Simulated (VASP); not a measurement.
Data:

```
Be2C
1.0
    0.00000     2.05614     2.05614
    2.05614     0.00000     2.05614
    2.05614     2.05614     0.00000
Be C
2 1
Direct
  0.25000   0.25000   0.25000
  0.75000   0.75000   0.75000
  0.00000   0.00000   0.00000
```

The numbers are results of LDA (Ceperley-Alder, Perdew-Zunger), VASP's LDA PAW potentials (set 64) (plane waves; VASP), not measurements. Numerical set-up: 620 eV cut-off, 9×9×9 Γ-centred mesh, Gaussian smearing of 0.050 eV, potentials Be C.

### Question
Estimate the energy per atom (σ→0), pressure.

### Answer

```yaml
energy per atom (σ→0): -6.417 eV/atom
pressure: 29.99 GPa
```

The compound is Be2C in the antifluorite structure. It was relaxed first under an external pressure of 30 GPa.
